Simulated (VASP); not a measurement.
Method: LDA (Ceperley-Alder, Perdew-Zunger), VASP's LDA PAW potentials (set 64) (plane waves; VASP 6.6.1).

A VASP calculation is set up with these files.

POSCAR:
```
C
1
    2.4469963674     0.0000000000    -0.0000000000
   -1.2234981837     2.1191613316     0.0000000000
    0.0000000000     0.0000000000    19.9963297107
C
2
Direct
  0.6666670000   0.3333330000   0.0000000000
  0.3333330000   0.6666670000   1.0000000000
```

INCAR:
```
SYSTEM = C
PREC = Accurate; ENCUT = 520; LREAL = .FALSE.
LASPH = .TRUE.
EDIFF = 1E-7; NELM = 100; ALGO = Normal
ISMEAR = -5
ISIF = 2
LWAVE = .FALSE.; LCHARG = .TRUE.; LORBIT = 11
NEDOS = 601
```

**KPOINTS**
```
Automatic mesh
0
Gamma
14 14 2
0 0 0
```

POTCAR, in this order: C (LDA.64 set). Program: vasp_std.

The cell holds a wide vacuum, so values per volume refer to the whole cell.

Estimate the energy per atom (σ→0).

The energy per atom (σ→0) is -10.088 eV/atom.

File OSZICAR:
```
...
DAV:  15    -0.201768768813E+02   -0.77618E-04   -0.58283E-06   872   0.110E-02    0.235E-03
DAV:  16    -0.201768850460E+02   -0.81647E-05   -0.56830E-07  1168   0.470E-03    0.252E-03
DAV:  17    -0.201768911916E+02   -0.61455E-05   -0.21219E-07   928   0.219E-03    0.166E-03
DAV:  18    -0.201768934137E+02   -0.22221E-05   -0.21665E-08   960   0.699E-04    0.782E-04
DAV:  19    -0.201768951615E+02   -0.17478E-05   -0.12761E-08   944   0.653E-04    0.483E-04
DAV:  20    -0.201768956641E+02   -0.50268E-06   -0.42487E-09   968   0.300E-04    0.442E-05
DAV:  21    -0.201768957116E+02   -0.47443E-07   -0.21191E-10  1080   0.875E-05
   1 F= -.20176896E+02 E0= -.20176896E+02  d E =0.000000E+00
```

The cell is a sheet with vacuum, built from a database entry that may be metastable or hypothetical.
